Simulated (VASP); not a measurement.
An input for Ansatz (written as the equivalent of a VASP run, and not itself run):

Ansatz 0.2 input:
```yaml
crystal:
  lattice:
    - [0.0000000, 2.9516188, 2.9516188]
    - [2.9516188, 0.0000000, 2.9516188]
    - [2.9516188, 2.9516188, 0.0000000]
  atoms:
    - { symbol: Ca, position: [0.0000000, 0.0000000, 0.0000000] }
    - { symbol: Se, position: [0.5000000, 0.5000000, 0.5000000] }
kpoints:
  mp_grid: { grid: [9, 9, 9] }
hamiltonian:
  xc: pbe
  dispersion: d4
  pseudopotentials: { kind: paw }
scf:
  occupations: { method: tetrahedron }
  max_iter: 100
output: { forces: true, stress: true, eigenvalues: true }
```

Q: Translate this input to VASP (INCAR, KPOINTS, POSCAR, choice of POTCAR).

A: One answer among several that fit: 
### POSCAR
```
CaSe
5.9032380
  0.0000000000   0.4999999679   0.4999999679
  0.4999999679   0.0000000000   0.4999999679
  0.4999999679   0.4999999679   0.0000000000
Ca Se
1 1
Cart
  0.0000000000   0.0000000000   0.0000000000
  0.4999999679   0.4999999679   0.4999999679
```

### INCAR
```
! general
SYSTEM   =  CaSe
PREC     =  Accurate
ENCUT    =  520   ! plane-wave cut-off (eV)
LREAL    =  .FALSE.
LASPH    =  .TRUE.   ! aspherical one-centre terms

! electronic loop
EDIFF    =  1E-7
NELM     =  100
ALGO     =  Normal   ! blocked Davidson
LMAXMIX  =  4   ! l cut-off of mixed one-centre charges

! smearing
ISMEAR   =  -5   ! tetrahedra, Bloechl

! functional
GGA      =  PE   ! PBE
IVDW     =  13   ! D4

! ions
ISIF     =  2   ! forces and stress, cell fixed

! output
LWAVE    =  .FALSE.
LCHARG   =  .TRUE.
LORBIT   =  11   ! lm-projected
NEDOS    =  601
```

**KPOINTS**
```
Automatic mesh
0
Gamma
9 9 9
0 0 0
```

POTCAR, in this order: Ca_sv Se (PBE.64 set). Program: vasp_std.

What does not carry over: each code has its own PAW files, so the cut-off isn't converted (ENCUT is set for VASP's; basis.ecutwfc is left out, and Ansatz then takes the one that its files recommend); Ansatz stops its SCF on the density residual and VASP on the energy change (EDIFF).

The compound is CaSe in the rock salt structure. It was relaxed first.
